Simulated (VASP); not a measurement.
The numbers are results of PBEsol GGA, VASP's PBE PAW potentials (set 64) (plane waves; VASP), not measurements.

Input for VASP

**POSCAR**
```
Al(110) slab
1
    2.8368564409     0.0000000000     0.0000000000
    0.0000000000     4.0119215030     0.0000000000
    0.0000000000     0.0000000000    26.2063962745
Al
8
Direct
  0.0000000000   0.0000000000   0.3079213413
  0.5000000000   0.5000000000   0.3582757621
  0.0000000000   0.0000000000   0.4157949875
  0.5000000000   0.5000000000   0.4696018242
  0.0000000000   0.0000000000   0.5303981758
  0.5000000000   0.5000000000   0.5842050125
  0.0000000000   0.0000000000   0.6417242379
  0.5000000000   0.5000000000   0.6920786587
```

### INCAR
```
SYSTEM = Al(110) slab
PREC = Normal; ENCUT = 400; LREAL = F
LASPH = T
EDIFF = 1E-6; NELM = 100; NELMIN = 4
ALGO = Normal
ISMEAR = 1; SIGMA = 0.1
GGA = PS
LWAVE = F; LCHARG = F; LORBIT = 11
LVHAR = T
DIPOL = 0.5 0.5 0.5
LDIPOL = T; IDIPOL = 3
```

### KPOINTS
```
Automatic mesh
0
Gamma
10 7 1
0 0 0
```

POTCAR, in this order: Al (PBE.64 set). Program: vasp_std. Read from the step before: WAVECAR.

The resulting files:

**OSZICAR**
```
       N       E                     dE             d eps       ncg     rms          rms(c)
DAV:   1    -0.311065790011E+02   -0.31107E+02   -0.36420E-03   878   0.212E-01    0.443E-02
DAV:   2    -0.311063724606E+02    0.20654E-03   -0.95172E-03   957   0.368E-01    0.377E-02
DAV:   3    -0.311061178399E+02    0.25462E-03   -0.18025E-03  1022   0.176E-01    0.441E-03
DAV:   4    -0.311061190607E+02   -0.12208E-05   -0.38023E-05  1096   0.303E-02    0.300E-03
DAV:   5    -0.311061186143E+02    0.44642E-06   -0.29365E-06   897   0.938E-03
   1 F= -.31106119E+02 E0= -.31106860E+02  d E =0.222267E-02
```

File OUTCAR:
```
------------------------ aborting loop because EDIFF is reached ----------------------------------------
  FORCE on cell =-STRESS in cart. coord.  units (eV):
  Direction    XX          YY          ZZ          XY          YZ          ZX
  --------------------------------------------------------------------------------------
  Total       -5.1791803     -1.7618178     -0.2138887      0.0000000      0.0000000      0.0000000
  in kB      -27.8211145     -9.4639948     -1.1489506      0.0000000      0.0000000      0.0000000
  external PRESSURE =     -12.8113533 kB  Pullay stress =       0.0000000 kB
  volume of cell :      298.26
      direct lattice vectors                 reciprocal lattice vectors
     2.836856441  0.000000000  0.000000000     0.352502857  0.000000000  0.000000000
     0.000000000  4.011921503  0.000000000     0.000000000  0.249257120  0.000000000
     0.000000000  0.000000000 26.206396275     0.000000000  0.000000000  0.038158623
 POSITION                                       TOTAL-FORCE (eV/Angst)
 -----------------------------------------------------------------------------------
      0.00000      0.00000      8.06951         0.000000      0.000000      0.022617
      1.41843      2.00596      9.38912         0.000000      0.000000      0.007166
      0.00000      0.00000     10.89649         0.000000      0.000000     -0.031030
      1.41843      2.00596     12.30657         0.000000      0.000000      0.025481
      0.00000      0.00000     13.89982         0.000000      0.000000     -0.025481
      1.41843      2.00596     15.30991         0.000000      0.000000      0.031030
      0.00000      0.00000     16.81728         0.000000      0.000000     -0.007166
      1.41843      2.00596     18.13689         0.000000      0.000000     -0.022617
 -----------------------------------------------------------------------------------
    total drift:                               -0.000000     -0.000000     -0.000000
  FREE ENERGIE OF THE ION-ELECTRON SYSTEM (eV)
  ---------------------------------------------------
  free  energy   TOTEN  =       -31.1061186143 eV

  energy  without entropy=      -31.1083412866  energy(sigma->0) =      -31.10685951

 total charge

# of ion       s       p       d       tot
------------------------------------------
    1        0.465   0.305   0.000   0.770
    2        0.429   0.337   0.000   0.766
    3        0.432   0.341   0.000   0.773
    4        0.435   0.329   0.000   0.764
    5        0.435   0.329   0.000   0.764
    6        0.432   0.341   0.000   0.773
    7        0.429   0.337   0.000   0.766
    8        0.465   0.305   0.000   0.770
--------------------------------------------------
tot          3.521   2.624   0.000   6.146
```
(Selected blocks of OUTCAR.)

The cell is a thin slab with vacuum, built from Al (fcc): (110) face.
